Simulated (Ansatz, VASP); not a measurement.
## ZrIn in VASP and in Ansatz

```
Zr In
1.0
     3.21228    0.00000    0.00000
     0.00000    3.21228    0.00000
     0.00000    0.00000    4.55570
Zr In
1 1
Direct
  0.00000 0.00000 0.00000
  0.50000 0.50000 0.50000
```

The cell comes from a database or a generator and needn't be the stable form of this composition.

Alike in both runs: task single point; functional LDA; k mesh 7 × 7 × 5; no spin polarisation.

```csv
,VASP,Ansatz
version,VASP 6.6.1,Ansatz 0.2.0
potentials or method,"VASP PAW LDA potentials, release 64 (Zr_sv, In_d)","plane waves, PAW"
plane-wave cutoff (eV),520,500
occupations,"methfessel-paxton of order 1, width 0.1 eV",cold
valence electrons in the cell,25,25
```

VASP gave:

```
pressure (GPa)                                  : -10.8
largest component of the traceless stress (GPa) : 0.63
```

Estimate Ansatz's values.

pressure (GPa): -10.9; largest component of the traceless stress (GPa): 0.70.
